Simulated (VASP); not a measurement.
Energy against volume of CeO₂ (fluorite). Level of theory: MS2 meta-GGA, VASP's PBE PAW potentials (set 64) (plane waves; VASP 6.6.1). Settings: 520 eV cut-off, 7×7×7 Γ-centred mesh, Gaussian smearing of 0.050 eV, potentials Ce O.

```
V (Å³/atom)  E (eV/atom)
-----------  -----------
12.829          -7.94788
13.226          -7.95639
13.623          -7.95046
14.019          -7.93224
```

Question: Fit these four points and predict the energy of the run at 12.432 Å³/atom.

Answer: A cubic in V^(−2/3), the third-order Birch-Murnaghan form, passes through the four points with V0 = 13.25 Å³/atom and B0 = 192 GPa, and gives -7.9225 eV/atom there. The run gave -7.9224 eV/atom, +0.1 meV/atom from the fit; all five points give B0 = 192 GPa.

The compound is CeO2 in the fluorite structure. It was relaxed first. The run is not spin-polarised, so no magnetic state was tried.
